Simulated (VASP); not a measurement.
Level of theory: optB88-vdW, VASP's PBE PAW potentials (set 64) (plane waves; VASP).

Input for VASP

INCAR:
```
# general
SYSTEM    =  HfB2
PREC      =  Accurate
ENCUT     =  520
LREAL     =  .FALSE.   # projection in real space or not
LASPH     =  .TRUE.

# electronic loop
EDIFF     =  1E-6
NELM      =  100   # most electronic steps
ALGO      =  Normal   # blocked Davidson
LMAXMIX   =  6

# smearing
ISMEAR    =  1   # Methfessel-Paxton
SIGMA     =  0.1   # width (eV)

# functional
GGA       =  BO
LUSE_VDW  =  .TRUE.
AGGAC     =  0.0
PARAM1    =  0.1833333333
PARAM2    =  0.22

# ions
IBRION    =  2   # conjugate gradients
NSW       =  60
ISIF      =  3   # ions, shape and volume
EDIFFG    =  -0.02

# output
LWAVE     =  .FALSE.
LCHARG    =  .FALSE.
```

KPOINTS:
```
Automatic mesh
0
Gamma
10 10 8
0 0 0
```

### POSCAR
```
HfB2
1
    1.5686871968    -2.7170461576    -0.0000000000
    1.5686871968     2.7170461576     0.0000000000
    0.0000000000     0.0000000000     3.5081265613
Hf B
1 2
Direct
  1.0000000000   1.0000000000   0.0000000000
  0.3333330000   0.6666670000   0.5000000000
  0.6666670000   0.3333330000   0.5000000000
```

POTCAR, in this order: Hf_pv B (PBE.64 set). Program: vasp_std.

Unless said otherwise, spin-orbit coupling is left out, though it shifts the bands of the heavy elements here.

Problem. Estimate the energy per atom (σ→0), band gap (on the k-mesh).

Solution. 
```yaml
energy per atom (σ→0): -7.417 eV/atom
band gap (on the k-mesh): none (metal, semimetal or under 0.01 eV)
```

OSZICAR:
```
...
DAV:   7    -0.223116154753E+02    0.33865E-01   -0.15712E+00  2100   0.853E+00    0.128E+01
DAV:   8    -0.222577036623E+02    0.53912E-01   -0.41504E-01  1956   0.453E+00    0.203E+00
DAV:   9    -0.222525470882E+02    0.51566E-02   -0.32593E-02  1968   0.139E+00    0.272E-01
DAV:  10    -0.222525288529E+02    0.18235E-04   -0.88350E-04  2040   0.265E-01    0.382E-01
DAV:  11    -0.222525332698E+02   -0.44168E-05   -0.99098E-05  2032   0.872E-02    0.160E-01
DAV:  12    -0.222525305359E+02    0.27339E-05   -0.72334E-06  2064   0.266E-02    0.332E-02
DAV:  13    -0.222525307558E+02   -0.21987E-06   -0.40256E-07  1216   0.678E-03
   1 F= -.22252531E+02 E0= -.22252377E+02  d E =-.222525E+02
```

The compound is HfB2 in the AlB2 type structure. It was relaxed first. The start is the result of an earlier pass.
